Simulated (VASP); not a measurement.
Here is the system:

```yaml
crystal:
  lattice:
    - [0.00000, 3.15599, 3.15599]
    - [3.15599, 0.00000, 3.15599]
    - [3.15599, 3.15599, 0.00000]
  atoms:
    - { symbol: Sn, position: [0.00000, 0.00000, 0.00000] }
    - { symbol: Te, position: [0.50000, 0.50000, 0.50000] }
```

Level of theory: vdW-DF-cx, VASP's PBE PAW potentials (set 64) (plane waves; VASP). Run with 520 eV cut-off, 8×8×8 Γ-centred mesh, tetrahedra with Blöchl corrections, potentials Sn_d Te.

Unless said otherwise, spin-orbit coupling is left out, though it shifts the bands of the heavy elements here.

Q: Tabulate the total density of states (states/eV per cell) against energy (eV; zero at the valence-band maximum or, without a gap, the Fermi level).

A: 
(E (eV), DOS (states/eV)): (-9.99, 0.00); (-9.87, 0.00); (-9.63, 0.00); (-9.51, 0.00); (-9.28, 0.00); (-9.16, 0.00); (-8.92, 0.00); (-8.80, 0.00); (-8.56, 0.00); (-8.45, 0.00); (-8.33, 0.01); (-8.09, 0.57); (-7.97, 0.86); (-7.73, 1.71); (-7.61, 2.00); (-7.38, 1.40); (-7.26, 1.19); (-7.02, 1.05); (-6.90, 0.88); (-6.78, 0.61); (-6.55, 0.33); (-6.43, 0.28); (-6.19, 0.17); (-6.07, 0.15); (-5.83, 0.11); (-5.71, 0.10); (-5.48, 0.08); (-5.36, 0.13); (-5.24, 0.27); (-5.00, 0.41); (-4.88, 0.51); (-4.65, 0.84); (-4.53, 0.69); (-4.29, 0.86); (-4.17, 0.93); (-3.93, 1.29); (-3.82, 1.39); (-3.70, 1.57); (-3.46, 1.66); (-3.34, 1.67); (-3.10, 1.69); (-2.98, 1.72); (-2.75, 1.76); (-2.63, 1.82); (-2.51, 1.79); (-2.27, 1.77); (-2.15, 1.93); (-1.92, 1.49); (-1.80, 1.09); (-1.56, 0.88); (-1.44, 1.06); (-1.20, 1.73); (-1.08, 1.82); (-0.97, 1.44); (-0.73, 0.64); (-0.61, 0.43); (-0.37, 0.08); (-0.25, 0.02); (-0.02, 0.00); (0.10, 0.00); (0.34, 0.03); (0.46, 0.09); (0.58, 0.41); (0.82, 1.88); (0.93, 2.24); (1.17, 1.74); (1.29, 1.60); (1.53, 1.29); (1.65, 1.23); (1.88, 1.22); (2.00, 1.23); (2.12, 1.26); (2.36, 1.43); (2.48, 1.67); (2.71, 1.96); (2.83, 1.63); (3.07, 1.55); (3.19, 1.59); (3.43, 1.33); (3.55, 1.39)
Within 2 eV below the valence-band maximum the largest weight inside VASP's projection spheres is Te p, then Sn s.

The compound is SnTe in the rock salt structure, which distorts at low temperature. It was relaxed first.
